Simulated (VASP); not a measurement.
A convergence study with VASP on TlCl (CsCl type): one setting is varied, all else stays as given below, so the limit is that of these other settings. Each run relaxes cell and ions from the cell shown.

```
TlCl
1.0
    3.84000     0.00000     0.00000
    0.00000     3.84000     0.00000
    0.00000     0.00000     3.84000
Tl Cl
1 1
Direct
  0.00000   0.00000   0.00000
  0.50000   0.50000   0.50000
```

Calculation: PBE GGA, VASP's PBE PAW potentials (set 64) (plane waves; VASP). The tightest run used: 550 eV cut-off, 11×11×11 Γ-centred mesh, Gaussian smearing of 0.050 eV, potentials Tl_d Cl.

Unless said otherwise, spin-orbit coupling is left out, though it shifts the bands of the heavy elements here. Gaps are read on the run's mesh, which can miss a band edge.

The settings run are 2×2×2 mesh; 3×3×3 mesh; 4×4×4 mesh; 5×5×5 mesh; 7×7×7 mesh; 8×8×8 mesh; 9×9×9 mesh; 10×10×10 mesh; 11×11×11 mesh. From which on does the relaxed volume stay within 0.02 Å³/atom of the tightest run?

From 5×5×5 mesh on: it is off by 0.015 there and by no more than 0.02 in any finer run, while 4×4×4 mesh is off by 0.092.
```json
[
 {"setting": "2×2×2 mesh", "relaxed volume (Å³/atom)": "32.860", "E (eV/atom)": "-2.8642", "gap on the mesh (eV)": "2.309", "irreducible k-points": "4", "difference judged (Å³/atom)": "3.262"},
 {"setting": "3×3×3 mesh", "relaxed volume (Å³/atom)": "29.493", "E (eV/atom)": "-3.0045", "gap on the mesh (eV)": "3.918", "irreducible k-points": "4", "difference judged (Å³/atom)": "0.105"},
 {"setting": "4×4×4 mesh", "relaxed volume (Å³/atom)": "29.690", "E (eV/atom)": "-3.0045", "gap on the mesh (eV)": "2.203", "irreducible k-points": "10", "difference judged (Å³/atom)": "0.092"},
 {"setting": "5×5×5 mesh", "relaxed volume (Å³/atom)": "29.583", "E (eV/atom)": "-3.0074", "gap on the mesh (eV)": "2.940", "irreducible k-points": "10", "difference judged (Å³/atom)": "0.015"},
 {"setting": "7×7×7 mesh", "relaxed volume (Å³/atom)": "29.593", "E (eV/atom)": "-3.0073", "gap on the mesh (eV)": "2.605", "irreducible k-points": "20", "difference judged (Å³/atom)": "0.005"},
 {"setting": "8×8×8 mesh", "relaxed volume (Å³/atom)": "29.600", "E (eV/atom)": "-3.0073", "gap on the mesh (eV)": "2.200", "irreducible k-points": "35", "difference judged (Å³/atom)": "0.002"},
 {"setting": "9×9×9 mesh", "relaxed volume (Å³/atom)": "29.600", "E (eV/atom)": "-3.0073", "gap on the mesh (eV)": "2.453", "irreducible k-points": "35", "difference judged (Å³/atom)": "0.002"},
 {"setting": "10×10×10 mesh", "relaxed volume (Å³/atom)": "29.596", "E (eV/atom)": "-3.0073", "gap on the mesh (eV)": "2.200", "irreducible k-points": "56", "difference judged (Å³/atom)": "0.002"},
 {"setting": "11×11×11 mesh", "relaxed volume (Å³/atom)": "29.598", "E (eV/atom)": "-3.0073", "gap on the mesh (eV)": "2.373", "irreducible k-points": "56", "difference judged (Å³/atom)": "0.000"}
]
```

Left out are rungs that failed or repeat a setting and relaxations that didn't move; long series are thinned to 24 rows.

The compound is TlCl in the CsCl type structure.
